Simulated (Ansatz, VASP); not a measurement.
## Ga8As7P in two plane-wave programs

One calculation is typed for both programs; each brings its own data sets. How far apart do they land? The cell is taken from a series of runs on this material, whose earlier steps may have relaxed, scaled, displaced or heated it; both programs get it as it stands.

Program: Ansatz 0.2.0. Level of theory: plane waves, with VASP 6.6.1 beside it; relaxation of cell and atoms at r2SCAN. Results are calculated unless marked as measured.

### 1. Starting point

Symmetry: F-43m, No. 216, cubic system. The conventional cell has a = 11.255 Å, b = 11.255 Å, c = 11.255 Å, α = 90.00°, β = 90.00°, γ = 90.00°. As has 4 Ga at 2.44 Å nearest. Ga has 4 As at 2.44 Å nearest. Ga has 3 As at 2.44 Å and 1 P at 2.44 Å nearest. Nearest to P lie 4 Ga at 2.44 Å. Farther neighbours are not listed.

As a file:

```cif
data_structure
_symmetry_space_group_name_H-M 'F-43m'
_symmetry_Int_Tables_number 216
_cell_length_a 11.2552
_cell_length_b 11.2552
_cell_length_c 11.2552
_cell_angle_alpha 90.000
_cell_angle_beta 90.000
_cell_angle_gamma 90.000
_cell_volume 1425.82
loop_
_atom_site_label
_atom_site_type_symbol
_atom_site_symmetry_multiplicity
_atom_site_Wyckoff_symbol
_atom_site_fract_x
_atom_site_fract_y
_atom_site_fract_z
_atom_site_occupancy
As1 As 24 f 0.00000 0.25000 0.50000 1
As2 As 4 c 0.75000 0.25000 0.75000 1
Ga1 Ga 16 e 0.37500 0.12500 0.37500 1
Ga2 Ga 16 e 0.37500 0.37500 0.62500 1
P1 P 4 d 0.75000 0.25000 0.25000 1
```

### 2. VASP: relaxation of cell and atoms, r2SCAN

The relaxed volume is the usual yardstick between codes: in a stiff, nearly cubic crystal its relative difference is about their pressure difference at one cell divided by the bulk modulus.

Lines of VASP's logs that name or quote its potential files are left out, and so is its time.

INCAR

```
SYSTEM = Ga8As7P
PREC = Accurate
ENCUT = 550
EDIFF = 1E-07
NELM = 120
ISMEAR = -1
SIGMA = 0.02
LREAL = .FALSE.
ALGO = Normal
METAGGA = R2SCAN
LASPH = .TRUE.
NBANDS = 89
LORBIT = 11
LWAVE = .FALSE.
LCHARG = .FALSE.
ISIF = 3
IBRION = 2
NSW = 80
EDIFFG = -0.005
GGA_COMPAT = .FALSE.
NELMIN = 4
EFERMI = MIDGAP
LMIXTAU = .TRUE.
KPAR = 4
```

POSCAR

```
Ga8As7P
1.0
    0.0000000000      5.6276250000      5.6276250000
    5.6276250000      0.0000000000      5.6276250000
    5.6276250000      5.6276250000      0.0000000000
As Ga P
7 8 1
Direct
    0.3750000000      0.3750000000      0.8750000000
    0.3750000000      0.8750000000      0.3750000000
    0.3750000000      0.8750000000      0.8750000000
    0.8750000000      0.3750000000      0.3750000000
    0.8750000000      0.3750000000      0.8750000000
    0.8750000000      0.8750000000      0.3750000000
    0.8750000000      0.8750000000      0.8750000000
    1.0000000000      1.0000000000      0.0000000000
    1.0000000000      1.0000000000      0.5000000000
    1.0000000000      0.5000000000      0.0000000000
    1.0000000000      0.5000000000      0.5000000000
    0.5000000000      1.0000000000      0.0000000000
    0.5000000000      1.0000000000      0.5000000000
    0.5000000000      0.5000000000      0.0000000000
    0.5000000000      0.5000000000      0.5000000000
    0.3750000000      0.3750000000      0.3750000000
```

KPOINTS

```
Automatic mesh
0
Gamma
4 4 4
0 0 0
```

PAW data sets: As, Ga_d and P (PBE family, release 64).

Started as:

```console
mpirun -np 4 vasp_std
```

Numbers of over 12 decimals in the logs are rounded to 6 here.

What it wrote:

```text
[banner, memory and clock lines left out]
running    4 mpi-ranks, on    1 nodes
 distrk:  each k-point on    1 cores,    4 groups
 distr:  one band on    1 cores,    1 groups

 POSCAR found type information on POSCAR AsGaP
 POSCAR found :  3 types and      16 ions
|                                                                             |
|               ----> ADVICE to this user running VASP <----                  |
|                                                                             |
|     You enforced a specific xc type in the INCAR file but a different       |
|     [... a line on the potential file left out ...]
|     I HOPE YOU KNOW WHAT YOU ARE DOING!                                     |
|                                                                             |

 LDA part: xc-table for (None), standard interpolation
 POSCAR, INCAR and KPOINTS ok, starting setup
 FFT: planning ... GRIDC
 FFT: planning ... GRID_SOFT
 FFT: planning ... GRID
 WAVECAR not read
 entering main loop
       N       E                     dE             d eps       ncg     rms          rms(c)
DAV:   1     0.146373370275E+04    0.14637E+04   -0.64864E+04  1642   0.247E+03
DAV:   2     0.142117289061E+03   -0.13216E+04   -0.12584E+04  1448   0.743E+02
DAV:   3    -0.195760484614E+03   -0.33788E+03   -0.31897E+03  1742   0.230E+02
DAV:   4    -0.225710103826E+03   -0.29950E+02   -0.29366E+02  1637   0.655E+01
DAV:   5    -0.227501161994E+03   -0.17911E+01   -0.17817E+01  1920   0.172E+01    0.991E+00
DAV:   6    -0.217753306178E+03    0.97479E+01   -0.52647E+00  1966   0.196E+01    0.564E+00
DAV:   7    -0.206553033174E+03    0.11200E+02   -0.25469E+00  1564   0.736E+00    0.272E+00
DAV:   8    -0.210681934378E+03   -0.41289E+01   -0.34976E+00  1489   0.669E+00    0.111E+00
DAV:   9    -0.210570659861E+03    0.11127E+00   -0.31363E-01  1691   0.334E+00    0.901E-01
DAV:  10    -0.210667732422E+03   -0.97073E-01   -0.87967E-02  1544   0.261E+00    0.594E-01
DAV:  11    -0.210553841199E+03    0.11389E+00   -0.43811E-01  1485   0.304E+00    0.184E-01
DAV:  12    -0.210709899049E+03   -0.15606E+00   -0.88645E-02  1574   0.145E+00    0.234E-01
DAV:  13    -0.210706302643E+03    0.35964E-02   -0.97820E-03  1554   0.422E-01    0.244E-01
DAV:  14    -0.210698553271E+03    0.77494E-02   -0.58820E-03  1686   0.794E-01    0.634E-02
[...]
DAV:  19    -0.210712925906E+03   -0.40733E-04   -0.23715E-05  1613   0.474E-02    0.203E-02
DAV:  20    -0.210712973051E+03   -0.47146E-04   -0.94530E-06  1584   0.505E-02    0.138E-02
DAV:  21    -0.210713001858E+03   -0.28806E-04   -0.14501E-05  1572   0.359E-02    0.887E-03
DAV:  22    -0.210713002052E+03   -0.19474E-06   -0.82290E-06  1576   0.175E-02    0.174E-03
DAV:  23    -0.210713001909E+03    0.14331E-06   -0.56252E-07  1495   0.359E-03    0.140E-03
DAV:  24    -0.210713002208E+03   -0.29944E-06   -0.60635E-08   952   0.395E-03    0.177E-03
DAV:  25    -0.210713002531E+03   -0.32295E-06   -0.10418E-07   932   0.561E-03    0.177E-03
DAV:  26    -0.210713002433E+03    0.98800E-07   -0.17444E-07   990   0.111E-02
   1 F= -.21071300E+03 E0= -.21071300E+03  d E =-.210713E+03
[... from here on, the cycles between the ionic steps are left out ...]
   2 F= -.21076187E+03 E0= -.21076187E+03  d E =-.488658E-01
   3 F= -.21076329E+03 E0= -.21076329E+03  d E =-.502879E-01
   4 F= -.21077144E+03 E0= -.21077144E+03  d E =-.815122E-02
   5 F= -.21077160E+03 E0= -.21077160E+03  d E =-.831068E-02
   6 F= -.21077159E+03 E0= -.21077159E+03  d E =-.830418E-02
   7 F= -.21077182E+03 E0= -.21077182E+03  d E =-.222501E-03
 trial-energy change:   -0.000223  1 .order   -0.000226   -0.000327   -0.000126
 step:   1.8129(harm=  1.6501)  dis= 0.00245  next Energy=  -210.771865 (dE=-0.270E-03)
 bond charge predicted
       N       E                     dE             d eps       ncg     rms          rms(c)
DAV:   1    -0.210771780285E+03    0.36580E-04   -0.14345E-02  1615   0.395E-01    0.202E-02
DAV:   2    -0.210771852393E+03   -0.72108E-04   -0.60996E-04  1926   0.101E-01    0.986E-03
DAV:   3    -0.210771852960E+03   -0.56694E-06   -0.23384E-05  1959   0.225E-02    0.642E-03
DAV:   4    -0.210771851443E+03    0.15169E-05   -0.37508E-06  1882   0.109E-02    0.294E-03
DAV:   5    -0.210771850891E+03    0.55259E-06   -0.32695E-06  1506   0.103E-02    0.115E-03
DAV:   6    -0.210771851526E+03   -0.63518E-06   -0.21790E-06  1529   0.759E-03    0.888E-04
DAV:   7    -0.210771852004E+03   -0.47811E-06   -0.14132E-07  1180   0.489E-03    0.560E-04
DAV:   8    -0.210771852246E+03   -0.24200E-06   -0.44418E-08   859   0.126E-03    0.383E-04
DAV:   9    -0.210771852290E+03   -0.43918E-07   -0.60143E-08   929   0.186E-03
   8 F= -.21077185E+03 E0= -.21077185E+03  d E =-.257826E-03
 curvature:  -0.78 expect dE=-0.397E-05 dE for cont linesearch -0.224E-05
 trial: gam= 0.00000 g(F)=  0.464E-05 g(S)=  0.445E-06 ort =-0.306E-04 (trialstep = 0.117E+01)
 search vector abs. value=  0.509E-05
 reached required accuracy - stopping structural energy minimisation
```

OUTCAR, selected parts (step 2):

```text
ion  position               nearest neighbor table
   1  0.375  0.375  0.875-  10 2.44  12 2.44  15 2.44  14 2.44
   2  0.375  0.875  0.375-   9 2.44  12 2.44  15 2.44  13 2.44
   3  0.375  0.875  0.875-   8 2.44  13 2.44  14 2.44  12 2.44
   4  0.875  0.375  0.375-   9 2.44  10 2.44  15 2.44  11 2.44
   5  0.875  0.375  0.875-   8 2.44  11 2.44  14 2.44  10 2.44
   6  0.875  0.875  0.375-   8 2.44  11 2.44  13 2.44   9 2.44
   7  0.875  0.875  0.875-   9 2.44  10 2.44  12 2.44   8 2.44
   8  0.000  0.000  0.000-   3 2.44   5 2.44   6 2.44   7 2.44
   9  0.000  0.000  0.500-   2 2.44   4 2.44   7 2.44   6 2.44
  10  0.000  0.500  0.000-   1 2.44   4 2.44   7 2.44   5 2.44
  11  0.000  0.500  0.500-   5 2.44   6 2.44  16 2.44   4 2.44
  12  0.500  0.000  0.000-   1 2.44   2 2.44   7 2.44   3 2.44
  13  0.500  0.000  0.500-   3 2.44   6 2.44  16 2.44   2 2.44
  14  0.500  0.500  0.000-   3 2.44   5 2.44  16 2.44   1 2.44
  15  0.500  0.500  0.500-   1 2.44   2 2.44   4 2.44  16 2.44
  16  0.375  0.375  0.375-  11 2.44  13 2.44  14 2.44  15 2.44

  LATTYP: Found a face centered cubic cell.
 ALAT       =    11.2552500000

 Subroutine GETGRP returns: Found 24 space group operations
 (whereof  6 operations were pure point group operations)

The static configuration has the point symmetry C_3v.
 The point group associated with its full space group is T_d .

 Found      8 irreducible k-points:

   k-points           NKPTS =      8   k-points in BZ     NKDIM =      8   number of bands    NBANDS=     89

   dimension x,y,z NGX =    64 NGY =   64 NGZ =   64
   dimension x,y,z NGXF=   128 NGYF=  128 NGZF=  128

   ENCUT  =  550.0 eV  40.42 Ry    6.36 a.u.  15.22 15.22 15.22*2*pi/ulx,y,z

   NELECT =     144.0000    total number of electrons

 k-points in reciprocal lattice and weights: Automatic mesh
   0.00000000  0.00000000  0.00000000       0.016
   0.25000000  0.00000000  0.00000000       0.125
   0.50000000  0.00000000  0.00000000       0.062
   0.25000000  0.25000000  0.00000000       0.094
   0.50000000  0.25000000  0.00000000       0.375
  -0.25000000  0.25000000  0.00000000       0.188
   0.50000000  0.50000000  0.00000000       0.047
  -0.25000000  0.50000000  0.25000000       0.094

 average (electrostatic) potential at core
       1 -54.8348       2 -54.8348       3 -54.8348       4 -54.8348       5 -54.8348
       6 -54.8348       7 -54.7993       8 -71.1449       9 -71.1449      10 -71.1449
      11 -71.2326      12 -71.1449      13 -71.2326      14 -71.2326      15 -71.2326
      16 -87.6028

 E-fermi :   4.2602

 k-point     1 :       0.0000    0.0000    0.0000
  band No.  band energies     occupation
    ...
     68       2.6401      2.00000
     69       2.6401      2.00000
     70       3.7227      2.00000
     71       3.7227      2.00000
     72       3.7227      2.00000
     73       4.7976      0.00000
     74       5.1120      0.00000
     75       5.1120      0.00000
     76       5.1120      0.00000
     77       5.1480      0.00000
    ...

 k-point     2 :       0.2500    0.0000    0.0000
  band No.  band energies     occupation
    ...
     68       2.2638      2.00000
     69       2.6769      2.00000
     70       2.6769      2.00000
     71       3.4835      2.00000
     72       3.4835      2.00000
     73       5.2419      0.00000
     74       5.6901      0.00000
     75       5.6901      0.00000
     76       5.7127      0.00000
     77       5.8326      0.00000
    ...

 k-point     3 :       0.5000    0.0000    0.0000
  band No.  band energies     occupation
    ...
     68       1.6811      2.00000
     69       2.9555      2.00000
     70       2.9555      2.00000
     71       3.0930      2.00000
     72       3.0930      2.00000
     73       5.5131      0.00000
     74       5.6537      0.00000
     75       6.1416      0.00000
     76       6.1416      0.00000
     77       6.2721      0.00000
    ...

  Total       -0.0070124     -0.0070124     -0.0070124     -0.0000000      0.0000000      0.0000000
  in kB       -0.0312964     -0.0312964     -0.0312964     -0.0000000      0.0000000      0.0000000
  external PRESSURE =      -0.0312964 kB  Pullay stress =       0.0000000 kB

  energy-cutoff  :      550.00
  volume of cell :      358.99
      direct lattice vectors                 reciprocal lattice vectors
     0.000000000  5.640927830  5.640927830    -0.088637901  0.088637901  0.088637901
     5.640927830 -0.000000000  5.640927830     0.088637901 -0.088637901  0.088637901
     5.640927830  5.640927830  0.000000000     0.088637901  0.088637901 -0.088637901

 POSITION                                       TOTAL-FORCE (eV/Angst)
 -----------------------------------------------------------------------------------
      7.05116      7.05116      4.23248        -0.000000      0.000000     -0.003853
      7.05116      4.23248      7.05116        -0.000000     -0.003853     -0.000000
      9.86984      7.05116      7.05116         0.003853      0.000000      0.000000
      4.23248      7.05116      7.05116        -0.003853      0.000000     -0.000000
      7.05116      9.86984      7.05116        -0.000000      0.003853      0.000000
      7.05116      7.05116      9.86984        -0.000000      0.000000      0.003853
      9.87162      9.87162      9.87162        -0.000000      0.000000      0.000000
      0.00180      0.00180      0.00180         0.000052      0.000052      0.000052
      2.81867      2.81867      0.00180        -0.000052     -0.000052      0.000052
      2.81867      0.00180      2.81867        -0.000052      0.000052     -0.000052
      5.61436      2.84703      2.84703        -0.000769      0.000769      0.000769
      0.00180      2.81867      2.81867         0.000052     -0.000052     -0.000052
      2.84703      5.61436      2.84703         0.000769     -0.000769      0.000769
      2.84703      2.84703      5.61436         0.000769      0.000769     -0.000769
      5.61436      5.61436      5.61436        -0.000769     -0.000769     -0.000769
      4.23070      4.23070      4.23070        -0.000000      0.000000      0.000000
 -----------------------------------------------------------------------------------
    total drift:                                0.000006      0.000006      0.000006

  FREE ENERGIE OF THE ION-ELECTRON SYSTEM (eV)
  ---------------------------------------------------
  free  energy   TOTEN  =      -210.7718522898 eV

  energy  without entropy=     -210.7718522898  energy(sigma->0) =     -210.77185229

 reached required accuracy - stopping structural energy minimisation

 total charge
# of ion       s       p       d       tot
------------------------------------------
    1        1.203   1.640   0.032   2.875
    2        1.203   1.640   0.032   2.875
    3        1.203   1.640   0.032   2.875
    4        1.203   1.640   0.032   2.875
    5        1.203   1.640   0.032   2.875
    6        1.203   1.640   0.032   2.875
    7        1.203   1.643   0.033   2.879
    8        0.848   0.803  10.000  11.651
    9        0.848   0.803  10.000  11.651
   10        0.848   0.803  10.000  11.651
   11        0.842   0.787  10.000  11.628
   12        0.848   0.803  10.000  11.651
   13        0.842   0.787  10.000  11.628
   14        0.842   0.787  10.000  11.628
   15        0.842   0.787  10.000  11.628
   16        1.013   1.504   0.000   2.517
--------------------------------------------------
tot         16.191  19.346  80.225 115.761

[... 3 further parts left out ...]
```

CONTCAR:

```
Ga8As7P
   1.00000000000000
     0.0000000000000000    5.6409278298939594    5.6409278298939594
     5.6409278298939594   -0.0000000000000000    5.6409278298939594
     5.6409278298939594    5.6409278298939594    0.0000000000000000
  As              Ga              P
     7     8     1
Direct
     0.3751582918029857    0.3751582918029857    0.8748417081970145
     0.3751582918029857    0.8748417081970145    0.3751582918029857
     0.3751582918029857    0.8748417081970145    0.8748417081970145
     0.8748417081970145    0.3751582918029857    0.3751582918029857
     0.8748417081970145    0.3751582918029857    0.8748417081970145
     0.8748417081970145    0.8748417081970145    0.3751582918029857
     0.8750000000000000    0.8750000000000000    0.8750000000000000
     0.0001593805873090    0.0001593805873090    0.0001593805873090
     0.0001593805873090    0.0001593805873090    0.4995218582380735
     0.0001593805873090    0.4995218582380735    0.0001593805873090
     0.0070651978026416    0.4976449340657861    0.4976449340657861
     0.4995218582380735    0.0001593805873090    0.0001593805873090
     0.4976449340657861    0.0070651978026416    0.4976449340657861
     0.4976449340657861    0.4976449340657861    0.0070651978026416
     0.4976449340657861    0.4976449340657861    0.4976449340657861
     0.3750000000000000    0.3750000000000000    0.3750000000000000
```

The run keeps the 24 symmetry operations of its start, so it cannot find a distortion of lower symmetry.

(Part 1 of 2 ends here.)

[Lines on the potential files, build, host, timing and source positions are cut from VASP's logs without a mark.]

[Logs are printed without paths, hosts, clocks, repeated set-up lines and the standing remarks that a program may print on its own settings, such as how far it seeks lower states.]

[Hosts, paths, dates, database ids (printed as entryN), source tags and the programs' standing remarks are cut or masked in the printed files.]
